How hard must a block of tungsten be squeezed to lose a few per cent of its volume? In the table the same crystal is held at seven volumes, and the pressure it exerts is calculated at each. Three rows deserve a first look: the one near zero pressure and the two ends.

Body-centred cubic tungsten at fixed volumes, calculated with VASP 6.6.1 using PBE-D3(BJ), the W_sv PAW potential and a plane-wave cutoff of 520 eV, without spin polarisation or spin–orbit coupling. The one-atom cell is sampled with an 18 × 18 × 18 k-point mesh and Gaussian smearing of 0.1 eV. Pressure is positive in compression.

| volume (Å³/atom) | shortest distance (Å) | pressure (GPa) |
| --- | --- | --- |
| 14.374 | 2.653 | 37.05 |
| 14.848 | 2.682 | 22.84 |
| 15.322 | 2.710 | 10.55 |
| 15.796 | 2.738 | 0.01 |
| 16.270 | 2.765 | -8.97 |
| 16.744 | 2.791 | -16.60 |
| 17.218 | 2.818 | -23.07 |

### 1. Which row is the crystal at rest, and what does a minus sign mean?

The row at 15.796 Å³ per atom is at rest, because its pressure is almost zero. Smaller cells have positive pressure and would expand if released. Larger cells have negative pressure: they are held under tension and would contract. The volume is imposed in every row, and the pressure is the crystal's answer to it.

### 2. The volume steps are equal. Why are the pressure steps not?

The first step of expansion lowers the pressure by 14.2 GPa, the last by only 6.5 GPa. Standard theory explains this by two opposing effects. Crowding the valence electrons together and against the atomic cores raises their kinetic energy, which pushes the atoms apart; bonding between overlapping 5d orbitals pulls them together. The repulsion has the shorter reach, so it grows fastest in the small cells. On expansion both effects fade, and each further step changes their balance less.

### 3. Do the electronic levels show the weaker overlap?

They do, at the two volumes compared. Without spin–orbit coupling, the d orbitals of a bcc crystal form a threefold and a twofold level at the centre of the Brillouin zone, and the gap between them depends on the interaction with the neighbours. It shrinks from 3.76 eV at 14.848 Å³ to 3.27 eV at 16.744 Å³. The simplest rule for d bands lets such energies fall with the fifth power of the distance; for this gap the power is about 3.5. The rule is meant for the width of the band, however, and the power depends on which levels are compared. At the zone-boundary point N, the lowest and highest pure d levels lie 10.66 eV apart in the smaller cell and 8.99 eV apart in the larger, a power of about 4.3. The direction is as expected, and the rule overstates the change less for this wide spread than for the gap at the centre.

### 4. How stiff is the crystal, and can its stiffness forecast the outer rows?

The bulk modulus B is the pressure needed per fractional loss of volume. The two neighbours of the rest row give B = 324 GPa, so a loss of one per cent costs about 3 GPa, some thirty thousand atmospheres. Theory ascribes this stiffness to a d band that is about half full: mostly bonding states are occupied. In gold the antibonding d states are filled too, and the metal is much softer.

A straight line with the same slope gives 29 GPa for the smallest cell, where the calculation gives 37 GPa. A better model treats the crystal as a spring in a strain f that grows faster the more the cell is compressed. With V the volume and V₀ the rest volume,

f = [(V₀/V)^(2/3) − 1]/2.

Taking the energy as proportional to f² and differentiating it with respect to volume gives

P = 3Bf(1 + 2f)^(5/2).

For the smallest cell V₀/V = 15.796/14.374, hence f ≈ 0.0325 and P ≈ 3 × 324 × 0.0325 × 1.17 ≈ 37 GPa. This row played no part in setting B. At the largest volume the model gives about 0.4 GPa too much tension, so the energy is not exactly quadratic in f. The output after this text compares both forecasts row by row.

### 5. What would change if the dispersion correction were switched off?

The D3 correction adds an attraction that depends only on the positions of the atoms, so it can be subtracted at each volume. At the rest row it contributes −7.3 GPa. Without it the crystal would expand until the pressure vanished again, at about 16.2 Å³, a volume 2.3 % larger.

### 6. Would the crystal then be stiffer or softer?

At fixed volume it would be stiffer. The inward pull of D3 grows as the cell shrinks, so it assists the squeeze and lowers the bulk modulus by roughly 15 GPa. But the crystal does not stay at that volume. A fit to all seven rows shows that B falls by roughly 4 % for each per cent of expansion, which outweighs the gain. At its new rest volume the crystal has a bulk modulus of about 306 GPa and is softer than with D3. A comparison of two methods should therefore state whether it is made at one common volume or at each method's own rest volume.

### 7. Which digits can be trusted?

The pressure can also be obtained from the change of energy with volume. This route gives values about 0.09 GPa higher in the compressed, middle and expanded parts of the series. The finite plane-wave basis is a likely cause, since it makes the directly calculated pressure too low. The second decimal of the pressures therefore has no physical weight, and the first may be off by one. The rest volume, however, moves by only about 0.004 Å³. The third figure of B is not safe either: the fit to all seven rows gives 322 GPa where the two neighbours give 324. The k-point mesh and the smearing width were not varied, so their effect is not measured here.

The physical uncertainty is larger. Zero-point motion, which is absent here, is expected to add roughly half a gigapascal, on a rough estimate from a typical Debye temperature and Grüneisen constant. Spin–orbit coupling is also absent, and its effect on the volume was not tested. The choice about D3 matters more still, and it is open to doubt: the correction is built from pairs of atoms, whereas the mobile electrons of a dense metal are expected to screen such forces. These runs alone cannot say which of the two volumes is nearer the truth. Even the first decimal of the predicted rest volume depends on that choice.

Output of the analysis:

```
pressure drop over the first volume step, GPa: 14.21
pressure drop over the last volume step, GPa: 6.47
bulk modulus at the rest volume from its two neighbours, GPa: 324
fit of pressure on 7 rows: coefficient of 1.5*((s/vol)**(7/3) - (s/vol)**(5/3)) 321.9 +/- 0.5, coefficient of 1.125*((s/vol)**(7/3) - (s/vol)**(5/3))*((s/vol)**(2/3) - 1) 64.31 +/- 12, s 15.8; rms 0.0568, worst 14.848 -0.0853, leave-one-out rms 0.155
pressure derivative of the bulk modulus from the fit to all rows: 4.2
pressures in GPa:
     row  straight line  line less computed  strain curve  curve less computed  D3 part  without D3
  14.374          29.29               -7.76         36.92              -0.1349    -8.85        45.9
  14.848          19.53               -3.31          22.7              -0.1446   -8.287       31.13
  15.322           9.77               -0.78         10.49             -0.05897   -7.775       18.32
  15.796           0.01                   0             0                -0.01   -7.308       7.318
   16.27          -9.75               -0.78        -9.029             -0.05897   -6.882      -2.088
  16.744         -19.51               -2.91        -16.81               -0.206   -6.491      -10.11
  17.218         -29.27                -6.2        -23.51              -0.4375   -6.132      -16.94
dispersion energy falls as volume to the inverse power: 1.033
D3 part of the bulk modulus at the middle volume, GPa: -14.88
rest volume without D3, cubic angstrom: 16.16
growth of the rest volume without D3, per cent: 2.335
bulk modulus at the rest volume without D3, GPa: 305.9
energy route less stress route, compressed window, GPa: 0.08677
energy route less stress route, middle window, GPa: 0.09167
energy route less stress route, expanded window, GPa: 0.09083
shift of the rest volume from the middle offset, cubic angstrom: 0.00447
d splitting at the zone centre at 14.848 cubic angstrom, eV: 3.763
d splitting at the zone centre at 16.744 cubic angstrom, eV: 3.273
d splitting falls as distance to the inverse power: 3.503
rough zero-point pressure, GPa: 0.5979
```
